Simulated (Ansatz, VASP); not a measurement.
Given: the input of a run of VASP 6.6.1 on MgW. Atoms were shifted at random by some hundredths of an Å from the given cell, which wasn't relaxed again for these runs. 

The input INCAR:

```
SYSTEM = MgW
ALGO = Normal
EDIFF = 1E-7
ENCUT = 520
GGA = PE
ISIF = 2
ISMEAR = -1
LASPH = .True.
LCHARG = .False.
LREAL = .False.
LWAVE = .False.
NBANDS = 24
NELM = 80
PREC = Accurate
SIGMA = 0.05
```

KPOINTS

```
k-points
0
Gamma
  6 5 6
  0 0 0
```

POSCAR

```
MgW
1.0
    4.6800000000      0.0000000000      0.0000000000
    0.0000000000      5.6600000000      0.0000000000
   -0.0283370091      0.0000000000      4.9199183950
W Mg
2 2
Direct
    0.0012100000      0.1857690000      0.2430520000
    0.0081940000      0.8245550000      0.7566280000
    0.5007280000      0.6877900000      0.2475930000
    0.5119600000      0.3162570000      0.7536090000
```

Potentials or basis: VASP PAW PBE potentials, release 64 (W_sv, Mg).

Run with:

```sh
$ cat potpaw_PBE.64/W_sv/POTCAR potpaw_PBE.64/Mg/POTCAR > POTCAR
$ mpirun -np 1 vasp_std > vasp.out
```

Q: Set up the same calculation for Ansatz 0.2.0. Potentials or basis there: Ansatz PAW, cutoff 420 eV.

A: As run (cutoffs and basis follow the program's own potentials, and thresholds, step limits or extra output files can differ):

Contents of input.yaml:

```yaml
crystal:
  lattice:
    - [4.68, 0.0, 0.0]
    - [0.0, 5.66, 0.0]
    - [-0.0283370091, 0.0, 4.919918395]
  atoms:
    - { symbol: W, position: [0.00121, 0.185769, 0.243052] }
    - { symbol: W, position: [0.008194, 0.824555, 0.756628] }
    - { symbol: Mg, position: [0.500728, 0.68779, 0.247593] }
    - { symbol: Mg, position: [0.51196, 0.316257, 0.753609] }
hamiltonian:
  xc: pbe
  pseudopotentials: { kind: paw }
kpoints:
  mp_grid: { grid: [6, 5, 6] }
scf:
  occupations: { method: fermi_dirac, width: 0.05 }
output:
  forces: true
  stress: true
  eigenvalues: true
```

Potentials or basis: Ansatz PAW.

Run with:

```sh
$ ansatz run input.yaml --threads 2 --pin off --max-ram 5120MiB --backend cpu --events-out ev --progress --plain --runs-dir out
```

Both were run:

|  | VASP | Ansatz |
| --- | --- | --- |
| Pressure | -20.7 GPa | -20.6 GPa |
| Largest force | 2.884 eV/Å | 2.889 eV/Å |

Ansatz's pressure holds a Pulay term of +0.01 GPa for its cutoff of 420 eV, which the other run lacks.

The potentials hold 32 and 48 valence electrons a cell.

Where Ansatz's input types no cutoff or centring, it takes its own default and a Γ-centred mesh.

The undisturbed cell isn't at this level's minimum, so the move can lower the energy.

The cell lies far from this level's equilibrium.

Pressure is positive in compression.
